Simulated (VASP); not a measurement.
Output of a VASP run:

File OSZICAR:
```
       N       E                     dE             d eps       ncg     rms          rms(c)
DAV:   1     0.254013962728E+03    0.25401E+03   -0.19469E+04   816   0.104E+03
DAV:   2    -0.313139684657E+02   -0.28533E+03   -0.27684E+03   808   0.309E+02
DAV:   3    -0.463114822427E+02   -0.14998E+02   -0.14454E+02   820   0.614E+01
DAV:   4    -0.466476530338E+02   -0.33617E+00   -0.33459E+00   816   0.849E+00
DAV:   5    -0.466547806650E+02   -0.71276E-02   -0.71184E-02   836   0.126E+00    0.182E+01
DAV:   6    -0.459659837878E+02    0.68880E+00   -0.74111E+00   828   0.194E+01    0.585E+00
DAV:   7    -0.456377654349E+02    0.32822E+00   -0.33202E+00   804   0.128E+01    0.589E+00
DAV:   8    -0.454761511101E+02    0.16161E+00   -0.58362E-01   804   0.575E+00    0.655E-01
DAV:   9    -0.454755088725E+02    0.64224E-03   -0.47123E-02   864   0.113E+00    0.332E-01
DAV:  10    -0.454745425783E+02    0.96629E-03   -0.81884E-03   804   0.677E-01    0.100E-01
DAV:  11    -0.454744942892E+02    0.48289E-04   -0.70170E-04   812   0.189E-01    0.297E-02
DAV:  12    -0.454744890101E+02    0.52791E-05   -0.52491E-05   812   0.505E-02    0.595E-03
DAV:  13    -0.454744891589E+02   -0.14874E-06   -0.41684E-06   680   0.106E-02
   1 F= -.45474489E+02 E0= -.45474489E+02  d E =-.478916E-13
```

**OUTCAR**
```
------------------------ aborting loop because EDIFF is reached ----------------------------------------
  FORCE on cell =-STRESS in cart. coord.  units (eV):
  Direction    XX          YY          ZZ          XY          YZ          ZX
  --------------------------------------------------------------------------------------
  Total       -3.5407278     -4.0025824     -3.4818509      0.0000000      0.0000000      0.0000000
  in kB      -56.0354486    -63.3447450    -55.1036644      0.0000000      0.0000000      0.0000000
  external PRESSURE =     -58.1612860 kB  Pullay stress =       0.0000000 kB
  volume of cell :      101.24
      direct lattice vectors                 reciprocal lattice vectors
     5.435560000  0.000000000  0.000000000     0.183973684  0.000000000  0.000000000
     0.000000000  6.205950000  0.000000000     0.000000000  0.161135684  0.000000000
     0.000000000  0.000000000  3.001150000     0.000000000  0.000000000  0.333205605
 POSITION                                       TOTAL-FORCE (eV/Angst)
 -----------------------------------------------------------------------------------
      1.78950      5.37652      1.50057        -0.092835     -0.136454      0.000000
      3.64606      0.82943      1.50057         0.092835      0.136454      0.000000
      4.50728      3.93240      0.00000        -0.092835      0.136454      0.000000
      0.92828      2.27355      0.00000         0.092835     -0.136454      0.000000
      2.71778      3.10297      1.50057         0.000000      0.000000      0.000000
      0.00000      0.00000      0.00000         0.000000      0.000000      0.000000
 -----------------------------------------------------------------------------------
    total drift:                               -0.000000     -0.000000     -0.000000
  FREE ENERGIE OF THE ION-ELECTRON SYSTEM (eV)
  ---------------------------------------------------
  free  energy   TOTEN  =       -45.4744891589 eV

  energy  without entropy=      -45.4744891589  energy(sigma->0) =      -45.47448916
```
(Selected blocks of OUTCAR.)

File POSCAR:
```
As2Ru
1
    5.4355600000     0.0000000000     0.0000000000
    0.0000000000     6.2059500000     0.0000000000
    0.0000000000     0.0000000000     3.0011500000
As Ru
4 2
Direct
  0.3292200000   0.8663500000   0.5000000000
  0.6707800000   0.1336500000   0.5000000000
  0.8292200000   0.6336500000   0.0000000000
  0.1707800000   0.3663500000   0.0000000000
  0.5000000000   0.5000000000   0.5000000000
  0.0000000000   0.0000000000   0.0000000000
```

### Question
Reconstruct the remaining input files.

### Answer
One answer among several that fit: the input of the run itself, LDA (Ceperley-Alder, Perdew-Zunger), plane waves, VASP's LDA PAW potentials (set 64).

### INCAR
```
NELM=100   ! most electronic steps
LWAVE=F
SYSTEM=As2Ru
ISMEAR=-1
LCHARG=F
LMAXMIX=4
ISIF=2
PREC=Accurate
LREAL=F   ! projection in real space or not
ENCUT=300
SIGMA=0.01   ! width (eV)
EDIFF=1E-6   ! SCF stop (eV)
LASPH=T   ! aspherical one-centre terms
ALGO=Normal   ! blocked Davidson
```

File KPOINTS:
```
Automatic mesh
0
Gamma
3 3 5
```

POTCAR, in this order: As Ru_pv (LDA.64 set). Program: vasp_std.

At this cut-off the stress carries a Pulay error, which pulls relaxed volumes low.

The structure comes from a computed database's As2Ru entry (Pnnm), a phase known from measurement. The cell was not relaxed at this level. The run is one of a series of settings (KPOINTS 3×3×5 Γ-centred mesh against the base run), some of them coarse on purpose.
